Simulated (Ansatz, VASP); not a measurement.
**One calculation of NbInSe4, two programs**

```xyz
6
Lattice="4.1682 0.0000 0.0000 -2.0841 3.6097 0.0000 0.0000 0.0000 8.6812" Properties=species:S:1:pos:R:3 pbc="T T T"
Nb    0.0000    0.0000    0.0000
In    0.0000    0.0000    4.3406
Se    0.0000    2.4065    6.3727
Se    0.0000    2.4065    2.3085
Se    2.0841    1.2032    6.3727
Se    2.0841    1.2032    2.3085
```

Change from the starting cell: species swapped into the NbVB4 type (P6/mmm, No. 191).

Alike in both runs: task single point; functional PBE; k mesh 6 × 6 × 2; occupations gaussian, width 0.1 eV; no spin polarisation.

|  | VASP | Ansatz |
| --- | --- | --- |
| version | VASP 6.6.1 | Ansatz 0.2.0 |
| potentials or method | VASP PAW PBE potentials, release 64 (Nb_sv, In_d, Se) | scalar-relativistic, plane waves, PAW |
| plane-wave cutoff (eV) | 520 | 420 |
| valence electrons in the cell | 50 | 90 |

Ansatz gave:

* gap on the k mesh at the Fermi level (eV): none
* pressure (GPa): 12.9
* largest component of the traceless stress (GPa): 20.66
* rms of the force components (eV/Å): 0.633

Problem. Which values does VASP return?

Solution. gap on the k mesh at the Fermi level (eV): none; pressure (GPa): 13.1; largest component of the traceless stress (GPa): 20.76; rms of the force components (eV/Å): 0.634.

Atom by atom the forces differ by 0.001 eV/Å (rms over components). A gap of «none» marks a metal or a gap that the smearing closes. The two sets of potentials don't hold the same shells in valence.

Caveats: the k mesh is coarse (spacing up to 0.36 Å⁻¹), so the values aren't converged; forces of over 1 eV/Å show positions far from the minimum, so gaps and moduli don't describe the material at rest.
